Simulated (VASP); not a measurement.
VASP ran on this input.

File KPOINTS:
```
Automatic mesh
0
Gamma
4 4 2
0 0 0
```

File POSCAR:
```
MgI2
1
    4.1956800000     0.0000000000     0.0000000000
   -2.0978400000     3.6335650000     0.0000000000
    0.0000000000     0.0000000000     7.1057300000
Mg I
1 2
Direct
  0.0000000000   0.0000000000   0.0000000000
  0.3333330000   0.6666670000   0.2340800000
  0.6666670000   0.3333330000   0.7659200000
```

INCAR:
```
NELM=100   ! most electronic steps
ENCUT=300   ! plane-wave cut-off (eV)
GGA=PE   ! PBE
LREAL=.False.
EDIFF=1E-6   ! SCF stop (eV)
SIGMA=0.01   ! width (eV)
ISIF=2
PRECFOCK=Fast
LWAVE=.False.
HFSCREEN=0.2   ! 1/Angstrom
ISYM=3
SYSTEM=MgI2
PREC=Accurate
ALGO=Normal
LHFCALC=.True.
LASPH=.True.   ! aspherical one-centre terms
LMAXMIX=4   ! l cut-off of mixed one-centre charges
LCHARG=.False.
AEXX=0.25
ISMEAR=0   ! Gaussian
```

POTCAR, in this order: Mg I (PBE.64 set). Program: vasp_std.

Translate this HSE06 calculation to Quantum ESPRESSO's pw.x.

One equivalent input (not run):
```
&CONTROL
  calculation = 'scf'
  pseudo_dir = './pseudo'
  outdir = './out'
  tprnfor = .true.
  tstress = .false.
/
&SYSTEM
  ibrav = 0
  nat = 3
  ntyp = 2
  ecutwfc = 84
  occupations = 'smearing'
  smearing = 'gaussian'
  degauss = 0.000735
  input_dft = 'hse'
  nqx1 = 4
  nqx2 = 4
  nqx3 = 2
  screening_parameter = 0.1058
/
&ELECTRONS
  conv_thr = 7.3e-08
  electron_maxstep = 100
/
ATOMIC_SPECIES
  Mg 24.305 Mg.upf
  I 126.904 I.upf
CELL_PARAMETERS angstrom
     4.1956800    0.0000000    0.0000000
    -2.0978400    3.6335650    0.0000000
     0.0000000    0.0000000    7.1057300
ATOMIC_POSITIONS crystal
  Mg   0.0000000  0.0000000  0.0000000
  I    0.3333330  0.6666670  0.2340800
  I    0.6666670  0.3333330  0.7659200
K_POINTS automatic
  4 4 2 0 0 0
```
The two are equivalent in intent, not identical: the potentials are each code's own (VASP's PAW set, PseudoDojo norm-conserving files in pw.x), so ENCUT and ecutwfc are chosen apart and not converted; conv_thr bounds pw.x's estimated SCF error, while EDIFF bounds the energy change between steps.

The structure comes from a computed database's MgI2 entry; how it stands against other phases isn't given here. The cell was not relaxed at this level. The k-mesh is coarse (spacing up to 0.44 per Å, 2π included), so the numbers may not be converged in it.
